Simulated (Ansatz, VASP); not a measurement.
# Cross-check of AgB between VASP and Ansatz

One calculation is typed for both programs; each brings its own data sets. How far apart do they land? The cell is generated by rule, not measured, and may not be a known phase. The cell is taken from a series of runs on this material, whose earlier steps may have relaxed, scaled, displaced or heated it; both programs get it as it stands.

Method: plane waves, with VASP 6.6.1 beside it; zone-centre phonons at PBEsol, in Ansatz 0.2.0.

The structure was built from a prototype and need not be the compound's stable phase.

## (1) Starting point

Symmetry: I4/mmm, No. 139, tetragonal system. The conventional cell has a = 4.314 Å, b = 4.314 Å, c = 5.435 Å, α = 90.00°, β = 90.00°, γ = 90.00°. Nearest to B lie 1 B at 1.67 Å and 4 Ag at 2.31 Å. Nearest to Ag lie 4 B at 2.31 Å. Farther neighbours are not listed.

## (2) VASP: zone-centre phonons, PBEsol

Second derivatives magnify differences that forces hide, and they need a tight electronic threshold.

Lines of VASP's logs that name or quote its potential files are left out, and so is its time.

INCAR

```
SYSTEM = AgB
PREC = Accurate
ENCUT = 500
EDIFF = 1E-08
NELM = 120
ISMEAR = 1
SIGMA = 0.15
LREAL = .FALSE.
ALGO = Normal
GGA = PS
NBANDS = 20
LASPH = .TRUE.
LORBIT = 11
LWAVE = .FALSE.
LCHARG = .FALSE.
ISIF = 2
IBRION = 8
GGA_COMPAT = .FALSE.
KPAR = 2
```

POSCAR

```
AgB
1.0
   -2.1569878973      2.1569878973      2.7172971591
    2.1569878973     -2.1569878973      2.7172971591
    2.1569878973      2.1569878973     -2.7172971591
B Ag
2 2
Direct
    0.6534985893      0.6534985893      0.0000000000
    0.3465014107      0.3465014107      0.0000000000
    0.0000000000      0.5000000000      0.5000000000
    0.5000000000      0.0000000000      0.5000000000
```

KPOINTS

```
Automatic mesh
0
Gamma
12 12 12
0 0 0
```

Potentials, in the order of the species: B and Ag (PBE family, release 64).

Launch:

```sh
$ mpirun -np 2 vasp_std
```

Numbers of over 12 decimals in the logs are rounded to 6 here.

Output:

```text
[banner, memory and clock lines left out]
running    2 mpi-ranks, on    1 nodes
 distrk:  each k-point on    1 cores,    2 groups
 distr:  one band on    1 cores,    1 groups

 POSCAR found type information on POSCAR B Ag
 POSCAR found :  2 types and       4 ions
|                                                                             |
|               ----> ADVICE to this user running VASP <----                  |
|                                                                             |
|     You enforced a specific xc type in the INCAR file but a different       |
|     [... a line on the potential file left out ...]
|     I HOPE YOU KNOW WHAT YOU ARE DOING!                                     |
|                                                                             |

 LDA part: xc-table for (Slater+PW92), standard interpolation
 POSCAR, INCAR and KPOINTS ok, starting setup
 FFT: planning ... GRIDC
 FFT: planning ... GRID_SOFT
 FFT: planning ... GRID
 WAVECAR not read
 entering main loop
       N       E                     dE             d eps       ncg     rms          rms(c)
DAV:   1     0.143729103809E+03    0.14373E+03   -0.13987E+04  6520   0.131E+03
DAV:   2    -0.152883514326E+02   -0.15902E+03   -0.15331E+03  7124   0.284E+02
DAV:   3    -0.198679320505E+02   -0.45796E+01   -0.45166E+01  7460   0.491E+01
DAV:   4    -0.198984060647E+02   -0.30474E-01   -0.30447E-01  7076   0.403E+00
DAV:   5    -0.198986319368E+02   -0.22587E-03   -0.22586E-03  7496   0.360E-01    0.157E+01
DAV:   6    -0.165695630663E+02    0.33291E+01   -0.18304E+01  7140   0.457E+01    0.124E+01
DAV:   7    -0.162874980765E+02    0.28206E+00   -0.20755E+00  6768   0.145E+01    0.566E+00
DAV:   8    -0.162510319101E+02    0.36466E-01   -0.15300E-01  7060   0.308E+00    0.140E+00
DAV:   9    -0.162433806465E+02    0.76513E-02   -0.23845E-02  7252   0.173E+00    0.264E-01
DAV:  10    -0.162430833008E+02    0.29735E-03   -0.15429E-03  6932   0.264E-01    0.689E-02
DAV:  11    -0.162430795336E+02    0.37672E-05   -0.71009E-05  7344   0.715E-02    0.153E-02
DAV:  12    -0.162430802434E+02   -0.70982E-06   -0.19406E-06  7228   0.153E-02    0.450E-03
DAV:  13    -0.162430801296E+02    0.11373E-06   -0.14079E-07  7240   0.309E-03    0.988E-04
DAV:  14    -0.162430800737E+02    0.55918E-07   -0.27012E-08  6348   0.121E-03    0.164E-04
DAV:  15    -0.162430800741E+02   -0.37153E-09   -0.29560E-09  3632   0.402E-04
   1 F= -.16243080E+02 E0= -.16243176E+02  d E =0.288709E-03
 Linear response reoptimize wavefunctions to high precision
DAV:   1    -0.162430800725E+02    0.15816E-08   -0.46331E-10  3796   0.138E-04
DAV:   2    -0.162430800725E+02   -0.19554E-10   -0.37977E-11  3540   0.436E-05
 Linear response DOF=           5
 Linear response progress:
  Degree of freedom:   1/  5
       N       E                     dE             d eps       ncg     rms          rms(c)
RMM:   1    -0.378280600756E-01   -0.37828E-01    0.24455E-02 46564   0.982E-01
RMM:   2    -0.376261518107E-01    0.20191E-03   -0.90579E-04 29621   0.181E-01    0.916E-02
RMM:   3    -0.376569904546E-01   -0.30839E-04   -0.23870E-04 30448   0.803E-02    0.460E-02
RMM:   4    -0.377880938703E-01   -0.13110E-03   -0.98219E-05 30130   0.513E-02    0.119E-02
RMM:   5    -0.377714671712E-01    0.16627E-04   -0.99598E-07 30800   0.931E-03    0.118E-03
RMM:   6    -0.377708906743E-01    0.57650E-06    0.10081E-07 30952   0.119E-03    0.511E-04
RMM:   7    -0.377687105550E-01    0.21801E-05    0.15137E-08 30989   0.374E-04    0.128E-04
RMM:   8    -0.377685711126E-01    0.13944E-06    0.12490E-09 31571   0.693E-05    0.580E-05
RMM:   9    -0.377687075762E-01   -0.13646E-06    0.12245E-10 31672   0.531E-05    0.104E-05
RMM:  10    -0.377686916898E-01    0.15886E-07   -0.44301E-10 31791   0.163E-05    0.404E-06
RMM:  11    -0.377686984982E-01   -0.68084E-08   -0.67485E-10 25906   0.135E-05    0.264E-07
 first order change of Fermi-energy   0.43442E-04
 force on displaced ion       1 direction 1 :  -3.962  -0.000   0.001
 Linear response progress:
  Degree of freedom:   2/  5
       N       E                     dE             d eps       ncg     rms          rms(c)
RMM:   1    -0.418852487052E-01   -0.41885E-01    0.20419E-02 15882   0.979E-01
RMM:   2    -0.415795638866E-01    0.30568E-03   -0.95560E-04 10130   0.184E-01    0.176E-01
RMM:   3    -0.412352111557E-01    0.34435E-03   -0.12698E-03 10047   0.165E-01    0.827E-02
RMM:   4    -0.413564703896E-01   -0.12126E-03   -0.18900E-04 10289   0.843E-02    0.308E-02
RMM:   5    -0.414574079874E-01   -0.10094E-03   -0.18420E-05 10332   0.193E-02    0.131E-02
RMM:   6    -0.414626715546E-01   -0.52636E-05   -0.83829E-07 10480   0.612E-03    0.560E-03
RMM:   7    -0.414665097712E-01   -0.38382E-05   -0.40370E-07 10325   0.352E-03    0.112E-03
RMM:   8    -0.414657196988E-01    0.79007E-06   -0.15131E-08 10569   0.856E-04    0.148E-04
RMM:   9    -0.414653440478E-01    0.37565E-06   -0.10059E-09 10807   0.145E-04    0.449E-05
RMM:  10    -0.414654029216E-01   -0.58874E-07   -0.24644E-09 10834   0.562E-05    0.111E-05
RMM:  11    -0.414653903089E-01    0.12613E-07   -0.10814E-09 10987   0.206E-05    0.360E-06
RMM:  12    -0.414653842101E-01    0.60988E-08   -0.11915E-09  9226   0.147E-05    0.455E-07
 first order change of Fermi-energy   0.56034E+00
 force on displaced ion       1 direction 3 :   0.000   0.000 -11.636
 Linear response progress:
  Degree of freedom:   3/  5
       N       E                     dE             d eps       ncg     rms          rms(c)
RMM:   1    -0.303479156902E+00   -0.30348E+00   -0.22436E-01 18357   0.363E+00
RMM:   2    -0.299672207946E+00    0.38069E-02   -0.26831E-03 16856   0.384E-01    0.120E-01
RMM:   3    -0.299257541850E+00    0.41467E-03   -0.35551E-04 17852   0.112E-01    0.649E-02
RMM:   4    -0.299182794817E+00    0.74747E-04   -0.36029E-04 17584   0.111E-01    0.142E-02
RMM:   5    -0.299188251101E+00   -0.54563E-05   -0.11256E-05 17760   0.203E-02    0.311E-03
RMM:   6    -0.299168742768E+00    0.19508E-04   -0.18901E-06 18294   0.788E-03    0.148E-03
RMM:   7    -0.299154031283E+00    0.14711E-04   -0.60372E-08 18508   0.151E-03    0.559E-04
RMM:   8    -0.299147231777E+00    0.67995E-05   -0.44002E-08 18163   0.105E-03    0.764E-05
RMM:   9    -0.299146409179E+00    0.82260E-06   -0.14073E-08 18703   0.254E-04    0.221E-05
RMM:  10    -0.299145967425E+00    0.44175E-06   -0.18233E-08 19325   0.580E-05    0.595E-06
RMM:  11    -0.299145888989E+00    0.78436E-07   -0.31119E-08 19000   0.490E-05    0.191E-06
RMM:  12    -0.299145893354E+00   -0.43652E-08   -0.40708E-08 17782   0.404E-05    0.440E-07
 first order change of Fermi-energy  -0.28085E-03
 force on displaced ion       3 direction 1 :   2.236  -0.000  -0.000
 Linear response progress:
  Degree of freedom:   4/  5
       N       E                     dE             d eps       ncg     rms          rms(c)
RMM:   1    -0.303669169834E+00   -0.30367E+00   -0.23230E-01 18367   0.368E+00
RMM:   2    -0.295675664783E+00    0.79935E-02   -0.29479E-03 16928   0.409E-01    0.103E-01
RMM:   3    -0.295475928873E+00    0.19974E-03   -0.15446E-04 18108   0.771E-02    0.593E-02
RMM:   4    -0.295505361286E+00   -0.29432E-04   -0.18913E-04 17612   0.830E-02    0.114E-02
RMM:   5    -0.295538828652E+00   -0.33467E-04   -0.63099E-06 18020   0.157E-02    0.304E-03
RMM:   6    -0.295534318012E+00    0.45106E-05   -0.62267E-07 18352   0.463E-03    0.107E-03
RMM:   7    -0.295528302946E+00    0.60151E-05   -0.41889E-08 18554   0.113E-03    0.118E-04
RMM:   8    -0.295527542620E+00    0.76033E-06   -0.14207E-08 19043   0.236E-04    0.477E-05
RMM:   9    -0.295526710168E+00    0.83245E-06   -0.14105E-08 19209   0.807E-05    0.976E-06
RMM:  10    -0.295526499297E+00    0.21087E-06   -0.20284E-08 19546   0.463E-05    0.232E-06
RMM:  11    -0.295526508257E+00   -0.89598E-08   -0.27666E-08 16890   0.401E-05    0.121E-06
 first order change of Fermi-energy   0.53677E-03
 force on displaced ion       3 direction 2 :  -0.000 -11.610  -0.000
 Linear response progress:
  Degree of freedom:   5/  5
       N       E                     dE             d eps       ncg     rms          rms(c)
RMM:   1    -0.302943153876E+00   -0.30294E+00   -0.22618E-01 18224   0.361E+00
RMM:   2    -0.297961855575E+00    0.49813E-02   -0.23883E-03 16910   0.372E-01    0.106E-01
RMM:   3    -0.297690454438E+00    0.27140E-03   -0.29691E-04 17905   0.999E-02    0.571E-02
RMM:   4    -0.297636820557E+00    0.53634E-04   -0.10096E-04 17947   0.590E-02    0.289E-02
RMM:   5    -0.297662940728E+00   -0.26120E-04   -0.45130E-05 17841   0.402E-02    0.786E-03
RMM:   6    -0.297653161143E+00    0.97796E-05   -0.19695E-06 17867   0.802E-03    0.135E-03
RMM:   7    -0.297635007607E+00    0.18154E-04   -0.10736E-07 18677   0.186E-03    0.524E-04
RMM:   8    -0.297628518437E+00    0.64892E-05   -0.21369E-08 18520   0.642E-04    0.110E-04
RMM:   9    -0.297626474483E+00    0.20440E-05   -0.12858E-08 19167   0.191E-04    0.263E-05
RMM:  10    -0.297625925540E+00    0.54894E-06   -0.24835E-08 19207   0.711E-05    0.754E-06
RMM:  11    -0.297625804061E+00    0.12148E-06   -0.48343E-08 19359   0.446E-05    0.415E-06
RMM:  12    -0.297625752224E+00    0.51837E-07   -0.59670E-08 19092   0.385E-05    0.686E-07
RMM:  13    -0.297625747489E+00    0.47349E-08   -0.24541E-08 16668   0.350E-05    0.510E-07
 first order change of Fermi-energy  -0.23095E-03
 force on displaced ion       3 direction 3 :   0.000  -0.000  -5.274
 Linear response finished
```

From OUTCAR (step 2):

```text
ion  position               nearest neighbor table
   1  0.653  0.653  0.000-   2 1.67   3 2.31   4 2.31   4 2.31   3 2.31   3 2.86   4 2.86   3 2.86
                             4 2.86
   2  0.347  0.347  0.000-   1 1.67   3 2.31   4 2.31   4 2.31   3 2.31   3 2.86   4 2.86   3 2.86
                             4 2.86
   3  0.000  0.500  0.500-   2 2.31   1 2.31   1 2.31   2 2.31   4 2.72   4 2.72   2 2.86   1 2.86
                             2 2.86   1 2.86   4 3.05   4 3.05   4 3.05   4 3.05
   4  0.500  0.000  0.500-   2 2.31   1 2.31   1 2.31   2 2.31   3 2.72   3 2.72   1 2.86   2 2.86
                             2 2.86   1 2.86   3 3.05   3 3.05   3 3.05   3 3.05

  LATTYP: Found a body centered tetragonal cell.
 ALAT       =     4.3139757946
 C/A-ratio  =     1.2597646758

 Subroutine GETGRP returns: Found 16 space group operations
 (whereof 16 operations were pure point group operations)

The static configuration has the point symmetry D_4h.

 Found    163 irreducible k-points:

   k-points           NKPTS =    163   k-points in BZ     NKDIM =    163   number of bands    NBANDS=     20

   dimension x,y,z NGX =    30 NGY =   30 NGZ =   30
   dimension x,y,z NGXF=    60 NGYF=   60 NGZF=   60

   ENCUT  =  500.0 eV  36.75 Ry    6.06 a.u.   7.45  7.45  7.45*2*pi/ulx,y,z

   NELECT =      28.0000    total number of electrons

 k-points in reciprocal lattice and weights: Automatic mesh
   0.00000000  0.00000000  0.00000000       0.001
   0.08333333  0.00000000  0.00000000       0.005
   0.16666667 -0.00000000  0.00000000       0.005
   0.25000000 -0.00000000  0.00000000       0.005
   0.33333333 -0.00000000  0.00000000       0.005
   0.41666667  0.00000000  0.00000000       0.005
   0.50000000 -0.00000000  0.00000000       0.002
   0.08333333  0.08333333  0.00000000       0.005
   0.16666667  0.08333333  0.00000000       0.009
[...]
-0.41666667 -0.41666667  0.41666667       0.001
   0.50000000  0.50000000  0.50000000       0.001

 average (electrostatic) potential at core
       1 -25.8251       2 -25.8251       3 -72.1323       4 -72.1323

  Total       -0.0256217     -0.0256217     -0.0168303      0.0000000     -0.0000000      0.0000000
  in kB       -0.8117560     -0.8117560     -0.5332243      0.0000000     -0.0000000      0.0000000
  external PRESSURE =      -0.7189121 kB  Pullay stress =       0.0000000 kB

  energy-cutoff  :      500.00
  volume of cell :       50.57
      direct lattice vectors                 reciprocal lattice vectors
    -2.156987897  2.156987897  2.717297159     0.000000000  0.231804731  0.184006375
     2.156987897 -2.156987897  2.717297159     0.231804731  0.000000000  0.184006375
     2.156987897  2.156987897 -2.717297159     0.231804731  0.231804731  0.000000000

 POSITION                                       TOTAL-FORCE (eV/Angst)
 -----------------------------------------------------------------------------------
      0.00000      0.00000      3.55150         0.000000      0.000000      0.025017
      0.00000      0.00000      1.88309         0.000000      0.000000     -0.025017
      2.15699      0.00000      0.00000        -0.000000     -0.000000      0.000000
      0.00000      2.15699      0.00000        -0.000000     -0.000000      0.000000
 -----------------------------------------------------------------------------------
    total drift:                               -0.000000     -0.000000      0.000000

 Eigenvectors and eigenvalues of the dynamical matrix
 ----------------------------------------------------

   1 f  =   23.990673 THz   150.737842 2PiTHz  800.242701 cm-1    99.217405 meV
             X         Y         Z           dx          dy          dz
      0.000000  0.000000  3.551500     0.000000    0.000000   -0.707107
      0.000000  0.000000  1.883095     0.000000   -0.000000    0.707107
      2.156988  0.000000  0.000000    -0.000000    0.000000   -0.000000
      0.000000  2.156988  0.000000     0.000000   -0.000000    0.000000

   2 f  =   11.467793 THz    72.054269 2PiTHz  382.524402 cm-1    47.426960 meV
             X         Y         Z           dx          dy          dz
      0.000000  0.000000  3.551500     0.019758    0.618468   -0.000000
      0.000000  0.000000  1.883095     0.019758    0.618468   -0.000000
      2.156988  0.000000  0.000000     0.002703   -0.476255    0.000000
      0.000000  2.156988  0.000000    -0.015214    0.084599    0.000000

   3 f  =   11.467793 THz    72.054269 2PiTHz  382.524402 cm-1    47.426960 meV
             X         Y         Z           dx          dy          dz
      0.000000  0.000000  3.551500     0.618468   -0.019758   -0.000000
      0.000000  0.000000  1.883095     0.618468   -0.019758   -0.000000
      2.156988  0.000000  0.000000     0.084599    0.015214   -0.000000
      0.000000  2.156988  0.000000    -0.476255   -0.002703   -0.000000

   4 f  =    8.945287 THz    56.204895 2PiTHz  298.382650 cm-1    36.994717 meV
             X         Y         Z           dx          dy          dz
      0.000000  0.000000  3.551500     0.000000   -0.707107   -0.000000
      0.000000  0.000000  1.883095    -0.000000    0.707107    0.000000
      2.156988  0.000000  0.000000    -0.000000    0.000000    0.000000
      0.000000  2.156988  0.000000    -0.000000   -0.000000    0.000000

   5 f  =    8.945287 THz    56.204895 2PiTHz  298.382650 cm-1    36.994717 meV
             X         Y         Z           dx          dy          dz
      0.000000  0.000000  3.551500     0.707107    0.000000    0.000000
      0.000000  0.000000  1.883095    -0.707107   -0.000000   -0.000000
      2.156988  0.000000  0.000000    -0.000000   -0.000000    0.000000
      0.000000  2.156988  0.000000     0.000000   -0.000000    0.000000

   6 f  =    5.376776 THz    33.783279 2PiTHz  179.349936 cm-1    22.236548 meV
             X         Y         Z           dx          dy          dz
      0.000000  0.000000  3.551500     0.000000    0.000000   -0.000000
      0.000000  0.000000  1.883095     0.000000    0.000000   -0.000000
      2.156988  0.000000  0.000000     0.000000   -0.000000    0.707107
      0.000000  2.156988  0.000000     0.000000   -0.000000   -0.707107

   7 f  =    0.011625 THz     0.073041 2PiTHz    0.387761 cm-1     0.048076 meV
             X         Y         Z           dx          dy          dz
      0.000000  0.000000  3.551500     0.000000   -0.000000    0.214479
      0.000000  0.000000  1.883095     0.000000   -0.000000    0.214479
      2.156988  0.000000  0.000000     0.000000   -0.000000    0.673794
      0.000000  2.156988  0.000000     0.000000   -0.000000    0.673794

   8 f/i=    0.000484 THz     0.003042 2PiTHz    0.016148 cm-1     0.002002 meV
             X         Y         Z           dx          dy          dz
      0.000000  0.000000  3.551500     0.191163   -0.094965   -0.000000
      0.000000  0.000000  1.883095     0.191163   -0.094965   -0.000000
      2.156988  0.000000  0.000000     0.603724   -0.299918   -0.000000
      0.000000  2.156988  0.000000     0.603734   -0.299913   -0.000000

   9 f/i=    0.000484 THz     0.003042 2PiTHz    0.016148 cm-1     0.002002 meV
             X         Y         Z           dx          dy          dz
      0.000000  0.000000  3.551500    -0.094965   -0.191163   -0.000000
      0.000000  0.000000  1.883095    -0.094965   -0.191163   -0.000000
      2.156988  0.000000  0.000000    -0.299913   -0.603734   -0.000000
      0.000000  2.156988  0.000000    -0.299918   -0.603724   -0.000000

  10 f/i=    3.340466 THz    20.988764 2PiTHz  111.425937 cm-1    13.815049 meV
             X         Y         Z           dx          dy          dz
      0.000000  0.000000  3.551500     0.253608    0.085018    0.000000
      0.000000  0.000000  1.883095     0.253608    0.085018    0.000000
      2.156988  0.000000  0.000000    -0.695709    0.179382   -0.000000
      0.000000  2.156988  0.000000     0.535094   -0.233226   -0.000000

  11 f/i=    3.340466 THz    20.988764 2PiTHz  111.425937 cm-1    13.815049 meV
             X         Y         Z           dx          dy          dz
      0.000000  0.000000  3.551500     0.085018   -0.253608    0.000000
      0.000000  0.000000  1.883095     0.085018   -0.253608    0.000000
      2.156988  0.000000  0.000000    -0.233226   -0.535094    0.000000
      0.000000  2.156988  0.000000     0.179382    0.695709    0.000000

  12 f/i=    7.380768 THz    46.374731 2PiTHz  246.195908 cm-1    30.524389 meV
             X         Y         Z           dx          dy          dz
      0.000000  0.000000  3.551500     0.000000    0.000000   -0.673794
      0.000000  0.000000  1.883095     0.000000    0.000000   -0.673794
      2.156988  0.000000  0.000000    -0.000000    0.000000    0.214479
      0.000000  2.156988  0.000000     0.000000   -0.000000    0.214479

 ELASTIC MODULI CONTR FROM IONIC RELAXATION (kBar)
 Direction    XX          YY          ZZ          XY          YZ          ZX
 --------------------------------------------------------------------------------
 XX         -61.1719    -61.1719   -252.6003      0.0000     -0.0000      0.0000
 YY         -61.1719    -61.1719   -252.6003      0.0000     -0.0000      0.0000
 ZZ        -252.6003   -252.6003  -1043.0754      0.0000     -0.0000      0.0000
 XY           0.0000      0.0000      0.0000      0.0000      0.0000      0.0000
 YZ          -0.0000     -0.0000     -0.0000      0.0000  -1296.6515     -0.0000
 ZX           0.0000      0.0000      0.0000      0.0000     -0.0000  -1228.7442
 --------------------------------------------------------------------------------
```

(Part 1 of 2 ends here.)

[Lines on the potential files, build, host, timing and source positions are cut from VASP's logs without a mark.]

[Logs are printed without paths, hosts, clocks, repeated set-up lines and the standing remarks that a program may print on its own settings, such as how far it seeks lower states.]

[Hosts, paths, dates, database ids (printed as entryN), source tags and the programs' standing remarks are cut or masked in the printed files.]
